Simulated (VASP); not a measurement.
Given:

```
La
1.0
    1.88500    -3.26492     0.00000
    1.88500     3.26492     0.00000
    0.00000     0.00000    12.16000
La
4
Direct
  0.00000   0.00000   0.50000
  0.00000   0.00000   0.00000
  0.33333   0.66667   0.25000
  0.66667   0.33333   0.75000
```

These are AM05 GGA, VASP's PBE PAW potentials (set 64) (plane waves; VASP) values and carry that method's errors. Numerical set-up: 400 eV cut-off, 9×9×3 Γ-centred mesh, first-order Methfessel-Paxton smearing of 0.10 eV, potentials La.

Task: Give the stress tensor in GPa (positive for a compressed cell).

Result: 
```
-1.68   0.00   0.00
 0.00  -1.68   0.00
 0.00   0.00  -2.02
```
The pressure is its mean diagonal, -1.79 GPa.

The compound is La in the dhcp structure. The cell was not relaxed at this level. The run is one of a series of settings (GGA = AM against the base run), some of them coarse on purpose.
